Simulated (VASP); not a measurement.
Given:

```
CaF2
1.0
    0.00000     2.71883     2.71883
    2.71883     0.00000     2.71883
    2.71883     2.71883     0.00000
Ca F
1 2
Cartesian
  2.71883   0.00000   2.71883
  1.35942   1.35942   1.35942
  4.07825   4.07825   4.07825
```

Method: vdW-DF2, VASP's PBE PAW potentials (set 64) (plane waves; VASP). Run with 520 eV cut-off, 7×7×7 Γ-centred mesh, Gaussian smearing of 0.050 eV, potentials Ca_sv F.

Problem. What does the run give for the energy per atom (σ→0), pressure?

Solution. 
```
Quantity                       Result
---------------------  --------------
energy per atom (σ→0)  -4.026 eV/atom
pressure                    57.5 kbar
```

The absolute energy has meaning only against runs of the same code, potentials and settings.

The compound is CaF2 in the fluorite structure. This cell is one point of a volume scan, at 0.94 of the reference volume.
